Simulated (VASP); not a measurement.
Shape and ions are relaxed at each volume.

Input:

```
CSi
1.0
    1.54130    -2.66961     0.00000
    1.54130     2.66961     0.00000
    0.00000     0.00000     5.05743
Si C
2 2
Direct
  0.66667   0.33333   0.49958
  0.33333   0.66667   0.99958
  0.66667   0.33333   0.87542
  0.33333   0.66667   0.37542
```

Method: PBE GGA with D3 dispersion (zero damping), VASP's PBE PAW potentials (set 64) (plane waves; VASP 6.6.1). Run with 520 eV cut-off, 8×8×5 Γ-centred mesh, Gaussian smearing of 0.050 eV, potentials Si C.

Q: Give the energy at these volumes per atom, relative to the lowest: 9.78, 10.09, 10.40, 10.71, 11.02 Å³.

A: 28.5, 6.9, 0.0, 5.9, 22.9 meV/atom. A third-order Birch-Murnaghan fit gives B0 = 218 GPa and B0′ = 3.9.

The compound is SiC in the wurtzite structure, the rare 2H polytype. It was relaxed first.
